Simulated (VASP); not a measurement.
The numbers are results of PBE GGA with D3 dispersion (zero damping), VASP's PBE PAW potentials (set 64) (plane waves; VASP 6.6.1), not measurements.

VASP input:

### POSCAR
```
C
1
    1.2332833568    -2.1361089369     0.0000000000
    1.2332833568     2.1361089369     0.0000000000
    0.0000000000     0.0000000000     6.9523761046
C
4
Direct
  0.0000000000   0.0000000000   0.2500000000
  0.0000000000   0.0000000000   0.7500000000
  0.3333330000   0.6666670000   0.2500000000
  0.6666670000   0.3333330000   0.7500000000
```

INCAR:
```
! general
SYSTEM  =  C
PREC    =  Accurate
ENCUT   =  520
LREAL   =  F
LASPH   =  T

! electronic loop
EDIFF   =  1E-7
NELM    =  100
ALGO    =  Normal

! smearing
ISMEAR  =  0
SIGMA   =  0.05

! functional
GGA     =  PE
IVDW    =  11

! ions
IBRION  =  2
NSW     =  30
ISIF    =  4
EDIFFG  =  -0.01

! output
LWAVE   =  F
LCHARG  =  F
```

KPOINTS:
```
Automatic mesh
0
Gamma
10 10 3
0 0 0
```

POTCAR, in this order: C (PBE.64 set). Program: vasp_std.

Output

OSZICAR:
```
       N       E                     dE             d eps       ncg     rms          rms(c)
DAV:   1     0.486498079617E+02    0.48650E+02   -0.82329E+03   680   0.122E+03
DAV:   2    -0.354119037784E+02   -0.84062E+02   -0.78446E+02   908   0.231E+02
DAV:   3    -0.391989950855E+02   -0.37871E+01   -0.37650E+01   856   0.500E+01
DAV:   4    -0.392524219576E+02   -0.53427E-01   -0.53324E-01   828   0.669E+00
DAV:   5    -0.392537975730E+02   -0.13756E-02   -0.13753E-02   844   0.101E+00    0.891E+00
DAV:   6    -0.374468527211E+02    0.18069E+01   -0.17762E+00   780   0.925E+00    0.522E+00
DAV:   7    -0.368671447423E+02    0.57971E+00   -0.20114E+00   788   0.990E+00    0.140E+00
DAV:   8    -0.368749584655E+02   -0.78137E-02   -0.57896E-02   764   0.168E+00    0.108E-01
DAV:   9    -0.368748939759E+02    0.64490E-04   -0.11944E-03   844   0.288E-01    0.589E-02
DAV:  10    -0.368751211354E+02   -0.22716E-03   -0.30292E-04   824   0.149E-01    0.292E-02
DAV:  11    -0.368751196213E+02    0.15141E-05   -0.29404E-06   892   0.154E-02    0.238E-03
DAV:  12    -0.368751203234E+02   -0.70206E-06   -0.67092E-07   840   0.718E-03    0.232E-03
DAV:  13    -0.368751202006E+02    0.12281E-06   -0.17175E-07   844   0.342E-03    0.144E-04
DAV:  14    -0.368751202016E+02   -0.10389E-08   -0.26001E-09   552   0.450E-04
   1 F= -.37240116E+02 E0= -.37240116E+02  d E =-.372401E+02
```

### OUTCAR
```
------------------------ aborting loop because EDIFF is reached ----------------------------------------
 Edisp (eV)   -0.36500
  FORCE on cell =-STRESS in cart. coord.  units (eV):
  Direction    XX          YY          ZZ          XY          YZ          ZX
  --------------------------------------------------------------------------------------
  Total       0.00283     0.00283     0.01717     0.00000     0.00000     0.00000
  in kB       0.12371     0.12371     0.75093     0.00000     0.00000     0.00000
  external pressure =        0.33 kB  Pullay stress =        0.00 kB
  volume of cell :       36.63
      direct lattice vectors                 reciprocal lattice vectors
     1.233283357 -2.136108937  0.000000000     0.405421834 -0.234070459  0.000000000
     1.233283357  2.136108937  0.000000000     0.405421834  0.234070459  0.000000000
     0.000000000  0.000000000  6.952376105     0.000000000  0.000000000  0.143835717
 POSITION                                       TOTAL-FORCE (eV/Angst)
 -----------------------------------------------------------------------------------
      0.00000      0.00000      1.73809         0.000000      0.000000     -0.000000
      0.00000      0.00000      5.21428        -0.000000      0.000000     -0.000000
      1.23328      0.71204      1.73809        -0.000000     -0.000000      0.000000
      1.23328     -0.71204      5.21428         0.000000      0.000000      0.000000
 -----------------------------------------------------------------------------------
    total drift:                               -0.000000     -0.000000      0.000000
  FREE ENERGIE OF THE ION-ELECTRON SYSTEM (eV)
  ---------------------------------------------------
  free  energy   TOTEN  =       -37.2401157226 eV

  energy  without entropy=      -37.2401157226  energy(sigma->0) =      -37.24011572

 reached required accuracy - stopping structural energy minimisation
```
(Selected blocks of OUTCAR.)

The compound is C in the graphite structure. It was relaxed first.
